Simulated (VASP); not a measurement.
All values below come from PBEsol GGA, VASP's PBE PAW potentials (set 64) (plane waves; VASP).

Input for VASP

### INCAR
```
ALGO  =  Normal
CSHIFT  =  0.1
EDIFF  =  1E-7
ENCUT  =  520
GGA  =  PS
ISMEAR  =  0
LASPH  =  .True.
LCHARG  =  .False.
LOPTICS  =  .True.
LREAL  =  .False.
LWAVE  =  .False.
NBANDS  =  36
NEDOS  =  1001
NELM  =  100
PREC  =  Accurate
SIGMA  =  0.01
SYSTEM  =  BN
```

POSCAR:
```
BN
1.0
  1.2526904821  -2.1697239507   0.0000000000
  1.2526904821   2.1697239507   0.0000000000
  0.0000000000   0.0000000000   6.8224324282
B N
2 2
Direct
  0.3333330000   0.6666670000   0.2500000000
  0.6666670000   0.3333330000   0.7500000000
  0.6666670000   0.3333330000   0.2500000000
  0.3333330000   0.6666670000   0.7500000000
```

KPOINTS:
```
Regular mesh
0
gamma
  13 13 4
0 0 0
```

POTCAR, in this order: B N (PBE.64 set). Program: vasp_std.

Without a dispersion term in the relaxation, distances and binding between the weakly bound layers, chains or molecules are unreliable, and so is what depends on them.

Task: What does the run give for the energy per atom (σ→0)?

Result: 
```
Quantity                        Value
---------------------  --------------
energy per atom (σ→0)  -9.142 eV/atom
```

### OSZICAR
```
...
DAV:   9    -0.365687071474E+02    0.44728E-03   -0.43655E-03  5008   0.337E-01    0.203E-01
DAV:  10    -0.365693964632E+02   -0.68932E-03   -0.48942E-04  5072   0.100E-01    0.250E-02
DAV:  11    -0.365694339908E+02   -0.37528E-04   -0.22667E-05  5384   0.215E-02    0.182E-02
DAV:  12    -0.365694525175E+02   -0.18527E-04   -0.12927E-05  5044   0.128E-02    0.217E-03
DAV:  13    -0.365694528929E+02   -0.37536E-06   -0.33423E-07  5420   0.256E-03    0.101E-03
DAV:  14    -0.365694529508E+02   -0.57902E-07   -0.26220E-08  4752   0.762E-04
   1 F= -.36569453E+02 E0= -.36569453E+02  d E =-.489536E-16
 imaginary and real dielectric function
```

The compound is BN in the hex structure. It was relaxed first.
